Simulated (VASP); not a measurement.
Consider the following.

```
GaAs
1.0
    0.00000     2.88237     2.88237
    2.88237     0.00000     2.88237
    2.88237     2.88237     0.00000
Ga As
1 1
Direct
  0.00000   0.00000   0.00000
  0.25000   0.25000   0.25000
```

Level of theory: PBE GGA with D3 dispersion (zero damping), VASP's PBE PAW potentials (set 64) (plane waves; VASP). Settings: 520 eV cut-off, 8×8×8 Γ-centred mesh, Gaussian smearing of 0.050 eV, potentials Ga_d As.

### Question
Give the stress tensor in GPa (positive for a compressed cell).

### Answer

```
-1.76   0.00   0.00
 0.00  -1.76   0.00
 0.00   0.00  -1.76
```
The pressure is its mean diagonal, -1.76 GPa.

The compound is GaAs in the zinc blende structure. This cell is one point of a volume scan, at 1.03 of the reference volume.
